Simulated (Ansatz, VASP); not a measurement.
**Two plane-wave programs on BaSc2C2**

The input INCAR:

```
SYSTEM = BaSc2C2
PREC = Accurate
ENCUT = 520
EDIFF = 1E-6
ISMEAR = 0
SIGMA = 0.1
LREAL = .FALSE.
LASPH = .TRUE.
NELM = 150
ALGO = Normal
ISIF = 2
LWAVE = .FALSE.
LCHARG = .TRUE.
ISPIN = 2
MAGMOM = 0 0 0 1 1
LORBIT = 11
LMAXMIX = 4
GGA = PE
LELF = .TRUE.
LVHAR = .TRUE.
NBANDS = 32
```

The input KPOINTS:

```
regular mesh
0
G
  4 4 4
  0 0 0
```

File POSCAR:

```
BaSc2C2
1.0
    4.3068027700      0.0000000000      0.0000000000
    0.0000000000      4.3068027700      0.0000000000
    0.0000000000      0.0000000000      5.9133505400
Ba Sc C
1 2 2
Direct
    0.0000000000      0.0000000000      0.0000000000
    0.5000000000      0.0000000000      0.5000000000
    0.0000000000      0.5000000000      0.5000000000
    0.5000000000      0.5000000000      0.8027901100
    0.5000000000      0.5000000000      0.1972098900
```

Input for Ansatz:

```yaml
crystal:
  lattice:
    - [4.30680277, 0.0, 0.0]
    - [0.0, 4.30680277, 0.0]
    - [0.0, 0.0, 5.91335054]
  atoms:
    - { symbol: Ba, position: [0.0, 0.0, 0.0] }
    - { symbol: Sc, position: [0.5, 0.0, 0.5] }
    - { symbol: Sc, position: [0.0, 0.5, 0.5] }
    - { symbol: C, position: [0.5, 0.5, 0.80279011], spin: 1.0 }
    - { symbol: C, position: [0.5, 0.5, 0.19720989], spin: 1.0 }
basis:
  ecutwfc: 420
kpoints:
  mp_grid: { grid: [4, 4, 4] }
hamiltonian:
  xc: pbe
scf:
  occupations: { method: gaussian, width: 0.1 }
  lower_state_search: "off"
output:
  forces: true
  stress: true
  eigenvalues: true
  populations: true
magnetization:
  spin_polarized: true
```

Change from the starting cell: species swapped into the CeMg2Si2 type (P4/mmm, No. 123).

Alike in both runs: task single point; functional PBE; k mesh 4 × 4 × 4; occupations gaussian, width 0.1 eV; collinear spin.

```csv
,VASP,Ansatz
version,VASP 6.6.1,Ansatz 0.2.0
potentials or method,"VASP PAW PBE potentials, release 64 (Ba_sv, Sc_sv, C)","scalar-relativistic, plane waves, PAW"
plane-wave cutoff (eV),520,420
valence electrons in the cell,40,40
```

|  | VASP | Ansatz | Ansatz less VASP |
| --- | --- | --- | --- |
| gap on the k mesh at the Fermi level (eV) | none | none | - |
| pressure (GPa) | -12.0 | -12.3 | -0.37 |
| largest component of the traceless stress (GPa) | 5.90 | 5.92 | +0.024 |
| rms of the force components (eV/Å) | 0.451 | 0.447 | -0.0035 |
| net moment per atom (μB) | 0.00 | 0.00 | 0.000 |

Atom by atom the forces differ by 0.004 eV/Å (rms over components). A gap of «none» marks a metal or a gap that the smearing closes. Ansatz warned: «seeded_moment_not_kept».

Caveats: the k mesh is coarse (spacing up to 0.36 Å⁻¹), so the values aren't converged; forces of over 1 eV/Å show positions far from the minimum, so gaps and moduli don't describe the material at rest. Spin-orbit coupling is left out, which matters for the levels of Ba.
